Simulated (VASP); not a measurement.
Data:

```
CELL_PARAMETERS angstrom
      2.82182     0.00000     0.00000
      0.00000     2.82182     0.00000
      0.00000     0.00000     2.82182
ATOMIC_POSITIONS crystal
  Al 0.50000 0.50000 0.50000
  Co 0.00000 0.00000 0.00000
```

Calculation: PBE GGA with D4 dispersion, VASP's PBE PAW potentials (set 64) (plane waves; VASP). Settings: 520 eV cut-off, Gaussian smearing of 0.050 eV, potentials Al Co.

**Question.** Give the energies of bands 1 to 9 at the high-symmetry points, in eV from the Fermi level.

**Answer.** 
| band | Γ | X | M | R |
|---|---|---|---|---|
| 1 | -11.31 | -6.93 | -5.42 | -4.12 |
| 2 | -3.13 | -6.81 | -3.21 | -4.12 |
| 3 | -3.13 | -2.52 | -2.77 | -4.12 |
| 4 | -0.92 | -1.82 | -2.77 | -0.25 |
| 5 | -0.92 | -1.82 | -1.61 | -0.25 |
| 6 | -0.92 | -0.80 | -1.61 | 2.35 |
| 7 | 6.08 | 0.15 | -0.29 | 2.35 |
| 8 | 6.08 | 8.40 | 2.48 | 2.35 |
| 9 | 6.08 | 10.75 | 3.59 | 4.36 |

It has no gap at this level: it comes out as a metal or semimetal.

The compound is CoAl in the CsCl type structure. It was relaxed first. The run is not spin-polarised, so no magnetic state was tried.
